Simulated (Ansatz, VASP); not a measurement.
# TiTe2 in two plane-wave programs, part 2 of 2

One calculation is typed for both programs; each brings its own data sets. How far apart do they land? The cell is taken from a series of runs on this material, whose earlier steps may have relaxed, scaled, displaced or heated it; both programs get it as it stands.

VASP 6.6.1 and Ansatz 0.2.0.

So far: The starting structure; VASP: relaxation of cell and atoms, PBEsol with D3(BJ).

**3. Ansatz: relaxation of cell and atoms, PBEsol with D3(BJ)**

Level of this step: Ansatz beside VASP: Kohn-Sham DFT, plane waves, PBEsol with D3(BJ) (Ansatz).

Ansatz runs on its PAW soft_1 files.

The same cell, functional, mesh and smearing now go to Ansatz, which takes its cutoff from its data sets.

Contents of input.yaml:

```yaml
crystal:
  lattice:
    - [3.6180298637, 0.0, 0.0]
    - [-1.8090149319, 3.1333057737, 0.0]
    - [0.0, 0.0, 6.2256631787]
  atoms:
    - { symbol: Ti, position: [0.0, 0.0, 0.0] }
    - { symbol: Te, position: [0.6666666667, 0.3333333333, 0.2777937549] }
    - { symbol: Te, position: [0.3333333333, 0.6666666667, 0.7222062451] }
kpoints:
  mp_grid: { grid: [18, 18, 8] }
hamiltonian:
  xc: pbesol
  dispersion: d3bj
  pseudopotentials: { kind: paw, azcp: { folder: soft_1 }, xc_functional: pbe }
scf:
  occupations: { method: gaussian, width: 0.1 }
output:
  forces: true
  stress: true
  eigenvalues: true
relax:
  adjacent_minimum: "off"
  f_tol: 0.005
  max_steps: 80
  cell: { stress_tol: 0.05 }
```

Launch:

```bash
ansatz run input.yaml --threads 8 --pin off --max-ram 15360MiB --backend cpu --events-out ev --progress --plain --runs-dir out
```

Numbers of over 12 decimals in the logs are rounded to 6 here.

Log:

```text
Engine: ansatz 0.2.0, x86_64-unknown-linux-gnu
Pseudopotentials: kind: paw
Pseudopotential: Ti, paw, valence charge 12, recommended cutoff 420 eV (normal), soft_1/Ti.paw.azcp
Pseudopotential: Te, paw, valence charge 16, recommended cutoff 420 eV (normal), soft_1/Te.paw.azcp
Functional definition: PBEsol
  exchange = pbesol_x
  correlation = pbesol_c
Crystal: 3 atoms, lattice volume = 70.577 Å³
Basis set: ecut = 420 eV, 1353 PW (Γ), exchange–correlation on 50×50×90 points (8 copies of the dense FFT grid, shifted against one another)
Bands: 27, of which v1, the nominal top of the filled ones, is band 22 counted from 1 (21 counted from 0)
Symmetry: 12 space group operations
Space group: P-3m1 (ITA 164), of the structure as read, at distance tolerance 4.1e-5 Å
k-points: 266 of 2592
Non-local potential: Ti, projectors of the file, l = 0: 3, l = 1: 2, l = 2: 3, l = 3: 1
Non-local potential: Te, projectors of the file, l = 0: 2, l = 1: 2, l = 2: 2, l = 3: 1
PAW form: soft (Blöchl's): semilocal exchange-correlation on the pseudo side does not see the compensation charge
PAW frozen core: Ti, regenerated for the run's functional, and the local potential with it (the file was generated under x = pbe(κ = 0.804, μ = 0.219515), c = pbe(β = 0.066725))
PAW frozen core: Te, regenerated for the run's functional, and the local potential with it (the file was generated under x = pbe(κ = 0.804, μ = 0.219515), c = pbe(β = 0.066725))
PAW one-centre angular grid: Ti, 590 points (default); XC on 64 Gauss nodes
PAW one-centre angular grid: Te, 590 points (default); XC on 64 Gauss nodes
Initial density: superposition of atomic densities (chi_scale 0.1, normalization cell, long waves kept (reshape's long-wave potential 0.04 eV rms))
Initial wavefunctions: pseudopotential atomic-orbital guess
Functional: x = pbesol(κ = 0.804, μ = 0.123457), c = pbesol(β = 0.046)
SCF iter   1: F=—  HF=-16284.567173 eV  |F-HF|=—  |Δ(HF+E_count)|=         —  Δρ=1.44e-1  dr2=4.50e1  ethr=3.10e-3  ⟨swp⟩=6.1  Hψ=31069  notcnv=0
preconditioner: auto → Kerker (q_TF=auto, 2.522 Å⁻¹)  [metal: Δε(μ)=0.002 eV  Ē_g=6.031 eV  σ=0.100 eV  W_gap=0.01  n_scr=22 (ndim 8)  ℏωp=17.7 eV  f_vac=0.000  D(μ)=1.24/eV (n_scr^D=2)]
SCF iter   2: F=—  HF=-16282.282602 eV  |F-HF|=—  |Δ(HF+E_count)|=    2.28e0  Δρ=7.84e-2  dr2=1.61e1  ethr=3.10e-3  ⟨swp⟩=3.0  Hψ=11034  notcnv=0  defer=69
SCF iter   3: F=—  HF=-16280.863302 eV  |F-HF|=—  |Δ(HF+E_count)|=    1.42e0  Δρ=1.37e-2  dr2=5.51e-1  ethr=3.10e-3  ⟨swp⟩=3.1  Hψ=10800  notcnv=0  defer=69
SCF iter   4: F=—  HF=-16280.811761 eV  |F-HF|=—  |Δ(HF+E_count)|=   5.15e-2  Δρ=3.97e-3  dr2=2.09e-2  ethr=1.25e-3  ⟨swp⟩=2.3  Hψ=10190  notcnv=0  defer=98
SCF iter   5: F=—  HF=-16280.808412 eV  |F-HF|=—  |Δ(HF+E_count)|=   3.35e-3  Δρ=1.61e-3  dr2=3.23e-3  ethr=4.76e-5  ⟨swp⟩=2.0  Hψ=8613  notcnv=0  defer=98
SCF iter   6: F=—  HF=-16280.808059 eV  |F-HF|=—  |Δ(HF+E_count)|=   3.53e-4  Δρ=4.66e-4  dr2=2.16e-4  ethr=7.34e-6  ⟨swp⟩=2.0  Hψ=9072  notcnv=0  defer=98
SCF iter   7: F=—  HF=-16280.808062 eV  |F-HF|=—  |Δ(HF+E_count)|=   3.07e-6  Δρ=2.08e-4  dr2=4.29e-5  ethr=4.90e-7  ⟨swp⟩=3.0  Hψ=12961  notcnv=0  defer=98
SCF iter   8: F=—  HF=-16280.808051 eV  |F-HF|=—  |Δ(HF+E_count)|=   1.14e-5  Δρ=6.59e-5  dr2=4.20e-6  ethr=9.74e-8  ⟨swp⟩=2.4  Hψ=9072  notcnv=0  defer=98
SCF iter   9: F=—  HF=-16280.808051 eV  |F-HF|=—  |Δ(HF+E_count)|=   2.51e-7  Δρ=1.61e-5  dr2=1.39e-7  ethr=9.55e-9  ⟨swp⟩=3.0  Hψ=13371  notcnv=0  defer=98
SCF iter  10: F=-16280.808051 eV  HF=-16280.808051 eV  |F-HF|=6.88e-9  |Δ(HF+E_count)|=   8.20e-9  Δρ=4.17e-6  dr2=1.77e-8  ethr=2.27e-10  ⟨swp⟩=8.5  Hψ=35056  notcnv=0
SCF 1 converged in 10 iterations: F = -16280.808051 eV  dr2 = 1.77e-8
  greatest PAW one-centre occupation: 0.998 electrons in one spin orbital (limit 2), on the Ti atom at site 0 (counted from 0), in its partial waves of l = 0
relax step   1: F+E_penalty+E_count = -16280.80805068 eV  Δ(F+E_penalty+E_count) = +0.000e0 eV  max|allowed force component| = 3.518e-3 eV/Å  Δτ_max = 0.0000 Å  P = +0.002 GPa  Ω = 70.577 Å³  (10 SCF iters, dr2 threshold 1.00e-7 eV, accepted)
Initial density: handed on by an earlier stage of this run
Initial wavefunctions: pseudopotential atomic-orbital guess (no wavefunctions were taken with the density)
iter 1 solved again at ethr=3.72e-7 eV; its pass at ethr=3.10e-3 eV (dr2=1.64e-4 eV) is discarded
SCF iter   1: F=—  HF=-16280.808061 eV  |F-HF|=—  |Δ(HF+E_count)|=         —  Δρ=4.05e-6  dr2=1.74e-8  ethr=3.72e-7  ⟨swp⟩=3.0  Hψ=50432  notcnv=0
eigensolver tolerance schedule: the retry pair's looser diagonalisation over-reported the residual by 9436.72 of it (diagonalisation noise at an unbounded share of the residual, at the tolerance the schedule requests for it); recorded, not acted on — ethr = c·dr2/N_el stays at c = 1.0e-1
preconditioner: auto → Kerker (q_TF=auto, 2.522 Å⁻¹)  [metal: Δε(μ)=0.004 eV  Ē_g=6.804 eV  σ=0.100 eV  W_gap=0.02  n_scr=22 (ndim 8)  ℏωp=17.7 eV  f_vac=0.002  D(μ)=1.29/eV (n_scr^D=2)]
SCF iter   2: F=—  HF=-16280.808051 eV  |F-HF|=—  |Δ(HF+E_count)|=   9.83e-6  Δρ=2.88e-6  dr2=9.28e-9  ethr=3.95e-11  ⟨swp⟩=3.0  Hψ=13772  notcnv=0
SCF iter   3: F=—  HF=-16280.808051 eV  |F-HF|=—  |Δ(HF+E_count)|=  6.88e-10  Δρ=9.60e-7  dr2=1.05e-9  ethr=2.11e-11  ⟨swp⟩=2.1  Hψ=8703  notcnv=0
SCF iter   4: F=—  HF=-16280.808051 eV  |F-HF|=—  |Δ(HF+E_count)|=  3.64e-12  Δρ=3.06e-7  dr2=9.27e-11  ethr=2.39e-12  ⟨swp⟩=2.0  Hψ=8299  notcnv=0
iter 5 did not close the SCF: its close was put off for the readings that it lacked (scf_convergence_deferred on its scf_iter line)
SCF iter   5: F=-16280.808051 eV  HF=-16280.808051 eV  |F-HF|=5.46e-12  |Δ(HF+E_count)|=  1.82e-11  Δρ=7.17e-8  dr2=5.96e-12  ethr=1.00e-12  ⟨swp⟩=1.0  Hψ=7182  notcnv=0
SCF iter   6: F=-16280.808051 eV  HF=-16280.808051 eV  |F-HF|=7.28e-12  |Δ(HF+E_count)|=  3.64e-12  Δρ=2.66e-8  dr2=9.93e-13  ethr=1.00e-12  ⟨swp⟩=4.7  Hψ=29649  notcnv=0
SCF 2 converged in 6 iterations: F = -16280.808051 eV  dr2 = 9.93e-13
relax step   2: F+E_penalty+E_count = -16280.80805069 eV  Δ(F+E_penalty+E_count) = -3.976e-9 eV  max|allowed force component| = 3.504e-3 eV/Å  Δτ_max = 0.0000 Å  P = +0.002 GPa  Ω = 70.577 Å³  stress off target by 1.53e-2 GPa  SCF on the basis re-selected at this cell (its energy is not comparable with the rows above)  (6 SCF iters)
basis re-selected at this cell: Δ(F+E_penalty+E_count) = -3.976e-9 eV, ΔP = -0.000 GPa vs the last step (what re-selecting the basis moved, of the pressure what is left beyond the Pulay correction that the steps carried, after the strain that the cell walked since its last selection, with what the two solves' SCF thresholds leave and, on support functions, any second-order correction that the steps lacked; it is no m [...]
SCF converged after 6 iterations
Free energy (F): -16280.808051 eV
Harris-Foulkes:  -16280.808051 eV  (|F-HF|=7.28e-12)
Internal energy: -16280.801597 eV  (E = F + TS)
E sigma→0 (E₀):  -16280.804824 eV
Entropy (-TS):   -0.006454 eV (-2.151 meV/atom)
Fermi energy:    12.257485 eV
--- Per-component energies (eV) ---
  E_band       = -586.109408
  E_kinetic    = 629.816724
  E_local      = -3791.029655  (includes V_loc(G=0)·N_el)
  E_nonlocal   = 200.362517
  E_hartree    = 1847.492150
  E_xc         = -360.463672
  E_vxc        = -351.748579  (∫ρ·V_xc dr)
  E_paw        = -10206.021125  (= ΣΔE_a)
  E_vpaw       = -968.494775  (= ΣTr[D̂ρ^β])
  E_aug_tail   = 0.000083  (compensation charges beyond the density's cutoff)
  E_ewald      = -4600.241020
  E_disp       = -1.606607  (pairwise vdW)
  E_core_change = 0.889007  (= ΣΔE_core)
  E_smearing   = -0.006454  (= −TS)
  E_closure    = -0.000000  (closes the sum)
  Σ components = -16280.808051   (vs F -16280.808051, Δ=0.00e0)
--- Forces (eV/Å), atoms counted from 1 ---
  atom   1  Ti    -0.00000000    -0.00000000     0.00000000
  atom   2  Te     0.00000000    -0.00000000    -0.00350418
  atom   3  Te     0.00000000     0.00000000     0.00350418
  max |Σ_I F_I| component: 9.25e-18 eV/Å
--- Stress (GPa, compression-positive) ---
        0.010263       0.000000       0.000000
        0.000000       0.010263       0.000000
       -0.000000       0.000000      -0.015312
  P = ⅓ Tr σ = 0.0017 GPa (0.017 kbar)
--- Band table (eV; the first three rows and the last of 266) ---
  k-point 0: bands = [... 18 lower, 10.6611, 12.3935, 12.7433, 12.7433, 13.2195, 13.7545, 13.7545, 15.4534, ... 1 higher]
  k-point 1: bands = [... 18 lower, 10.6780, 11.9735, 12.7403, 12.7403, 13.3141, 13.6521, 13.6521, 15.5777, ... 1 higher]
  k-point 2: bands = [... 18 lower, 10.7209, 11.0658, 12.7331, 12.7331, 13.4093, 13.4388, 13.4388, 15.8483, ... 1 higher]
  k-point 265: bands = [... 18 lower, 8.2700, 8.3112, 10.4410, 10.4410, 13.2526, 13.2526, 13.5155, 15.7438, ... 1 higher]
--- Relaxed structure (1 steps of the walk, 1 accepted, 1 SCFs on fresh bases) ---
  F+E_penalty+E_count = -16280.80805069 eV   max|allowed force component| = 3.504e-3 eV/Å   (the final SCF, on the basis selected at the relaxed cell)
  cell:  # Å, volume = 70.5766 Å³
    - [3.618030, 2.886751709849132e-11, 0.0]
    - [-1.809015, 3.133306, 0.0]
    - [0.0, 0.0, 6.2256631787]
  atoms:
    - { symbol: Ti, position: [0.0, 0.0, 0.0] }
    - { symbol: Te, position: [0.666667, 0.333333, 0.277794] }
    - { symbol: Te, position: [0.333333, 0.666667, 0.722206] }
```

In the SCF lines HF is the Harris–Foulkes energy and dr2 the Hartree energy of the density residual, in eV; the loop may stop once dr2 is under the threshold and the program's other checks hold. Hψ counts applications of the Hamiltonian.

**4. Comparison**

Known differences besides the potentials themselves: the data sets hold 44 valence electrons in Ansatz (on its PAW soft_1 files) and 24 in VASP; the cutoff is 420 eV in Ansatz and 500 eV in VASP; Ansatz makes its cores anew for this functional, VASP keeps those of its PBE data sets; Ansatz adds a Pulay correction to the stress that steers its cell, VASP none. Total energies have different zeros and are not compared.

Compared:

```
                                         quantity  Ansatz   VASP  difference
                                      volume (Å³)   70.58  70.60     -0.04 %
edge a after relaxation, in the typed setting (Å)   3.618  3.619     -0.02 %
edge c after relaxation, in the typed setting (Å)   6.226  6.225     +0.00 %
```

**5. Results**

```json
{
 "difference in volume (relaxation of cell and atoms, PBEsol with D3(BJ))": "-0.036 %"
}
```

The difference in volume is -0.036 % (relaxation of cell and atoms, PBEsol with D3(BJ)), within the 1.2 % picked in this series as the mark of a large difference, as far as the stopping tolerances let one tell. The data sets hold unlike numbers of valence electrons (44 in Ansatz and 24 in VASP), so part of the differences comes from the potentials. How closely two codes agree says nothing of how well the functional describes the real material.

[Lines on the potential files, build, host, timing and source positions are cut from VASP's logs without a mark.]

[Logs are printed without paths, hosts, clocks, repeated set-up lines and the standing remarks that a program may print on its own settings, such as how far it seeks lower states.]

[Hosts, paths, dates, database ids (printed as entryN), source tags and the programs' standing remarks are cut or masked in the printed files.]
